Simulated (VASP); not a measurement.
```
CELL_PARAMETERS angstrom
      0.00000     3.04147     3.04147
      3.04147     0.00000     3.04147
      3.04147     3.04147     0.00000
ATOMIC_POSITIONS crystal
  K  0.00000 0.00000 0.00000
  Cl 0.50000 0.50000 0.50000
```

These are LDA (Ceperley-Alder, Perdew-Zunger), VASP's LDA PAW potentials (set 64) (plane waves; VASP) values and carry that method's errors. Numerical set-up: 500 eV cut-off, 8×8×8 Γ-centred mesh, Gaussian smearing of 0.050 eV, potentials K_sv Cl.

### Question
Estimate the energy per atom (σ→0), band gap (on the k-mesh) with the smallest direct gap where there is one.

### Answer

| Property | Result |
|---|---|
| band gap (on the k-mesh) | 5.10 eV |
| smallest direct gap (on the k-mesh) | 5.10 eV |
| energy per atom (σ→0) | -3.704 eV/atom |

The absolute energy has meaning only against runs of the same code, potentials and settings.

The compound is KCl in the rock salt structure. It was relaxed first, which changed the volume by -10 %.
